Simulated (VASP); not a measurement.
VASP runs on VAs (a trial cell in the tenorite structure, space group C2/c) share one base input (PBE GGA, plane waves, VASP's PBE PAW potentials (set 64)) and change the settings named in each case.

**INCAR**
```
SYSTEM = VAs
PREC = Accurate
ENCUT = 400
EDIFF = 1E-6
NELM = 100
ALGO = Normal
LREAL = .FALSE.
LASPH = .TRUE.
ISMEAR = 0
SIGMA = 0.05
GGA = PE
LMAXMIX = 4
ISPIN = 2
MAGMOM = 2.0 2.0 0.0 0.0
LORBIT = 10
LWAVE = .FALSE.
LCHARG = .FALSE.
ISIF = 2
```

File KPOINTS:
```
Automatic mesh
0
Gamma
5 5 3
0 0 0
```

File POSCAR:
```
VAs
1
    3.2336870000    -2.3631320000     0.0000000000
    3.2336870000     2.3631320000     0.0000000000
   -1.1737100000     0.0000000000     6.9838620000
V As
2 2
Direct
  0.0000000000   0.5000000000   0.0000000000
  0.5000000000   0.0000000000   0.5000000000
  0.5816000000   0.4184000000   0.2500000000
  0.4184000000   0.5816000000   0.7500000000
```

POTCAR, in this order: V_sv As (PBE.64 set). Program: vasp_std.

```
change        pressure (GPa)  −TS (eV)  electronic steps
------------  --------------  --------  ----------------
base run              -11.94   -0.0076                18
EDIFF = 1E-2          -13.08   -0.0075                11
EDIFF = 1E-3          -11.37   -0.0076                12
EDIFF = 1E-4          -12.12   -0.0076                15
EDIFF = 1E-5          -11.99   -0.0076                16
EDIFF = 1E-8          -11.93   -0.0076                23
```
  The base run's pressure lies -0.43 GPa from that at 800 eV (Pulay error).

Left out are runs that ran out of time, are held back, or changed the cell or the kind of run, fixed moments of cells without a moment, rows past the twelfth, gaps on odd meshes, pressures of charged cells and columns that move by less than the noise.

The structure was generated: VAs was put into the tenorite type (C2/c), which need not be its known phase. The cell was not relaxed at this level, forces remain on its atoms. The spin order is the one that the start imposed; others were not tried in this run.
